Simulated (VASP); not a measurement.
All values below come from rev-vdW-DF2, VASP's PBE PAW potentials (set 64) (plane waves; VASP).

A VASP calculation is set up with these files.

**INCAR**
```
LMAXMIX  =  4   ! l cut-off of mixed one-centre charges
SYSTEM  =  Sn
LREAL  =  .False.
LORBIT  =  11
PREC  =  Accurate
PARAM1  =  0.1234568
ZAB_VDW  =  -1.8867
AGGAC  =  0.0
ISMEAR  =  -5   ! tetrahedra, Bloechl
LASPH  =  .True.   ! aspherical one-centre terms
LCHARG  =  .True.
LWAVE  =  .False.
EDIFF  =  1E-7
LUSE_VDW  =  .True.
ENCUT  =  520
GGA  =  MK
ISIF  =  2
NEDOS  =  601   ! DOS grid
NELM  =  100
PARAM2  =  0.7114
ALGO  =  Normal   ! blocked Davidson
```

File KPOINTS:
```
Automatic mesh
0
Gamma
14 14 14
0 0 0
```

### POSCAR
```
Sn
4.4671080
 -0.6598761104   0.6598761104   0.3593426293
  0.6598761104  -0.6598761104   0.3593426293
  0.6598761104   0.6598761104  -0.3593426293
Sn
2
Cartesian
  0.6598761104   0.0000000000   0.1796713146
  0.0000000000   0.0000000000   0.0000000000
```

POTCAR, in this order: Sn_d (PBE.64 set). Program: vasp_std.

Unless said otherwise, spin-orbit coupling is left out, though it shifts the bands of the heavy elements here.

Predict the energy per atom (σ→0), band gap (on the k-mesh).

```
Quantity                                                     Value
------------------------  ----------------------------------------
energy per atom (σ→0)                                -992 meV/atom
band gap (on the k-mesh)  none (metal, semimetal or under 0.01 eV)
```

OSZICAR:
```
...
DAV:   7    -0.198356590016E+01    0.28131E-02   -0.20201E-02 11338   0.209E+00    0.160E-01
DAV:   8    -0.198360583505E+01   -0.39935E-04   -0.20377E-03  9844   0.661E-01    0.374E-02
DAV:   9    -0.198360409378E+01    0.17413E-05   -0.59153E-05 11218   0.814E-02    0.140E-02
DAV:  10    -0.198359773442E+01    0.63594E-05   -0.96118E-06 10442   0.433E-02    0.209E-03
DAV:  11    -0.198359863404E+01   -0.89962E-06   -0.39470E-07  8414   0.851E-03    0.130E-03
DAV:  12    -0.198359839031E+01    0.24373E-06   -0.92628E-08  5026   0.347E-03    0.297E-04
DAV:  13    -0.198359837701E+01    0.13300E-07   -0.13109E-08  4606   0.166E-03
   1 F= -.19835984E+01 E0= -.19835984E+01  d E =0.000000E+00
```

The compound is Sn in the beta structure. It was relaxed first.
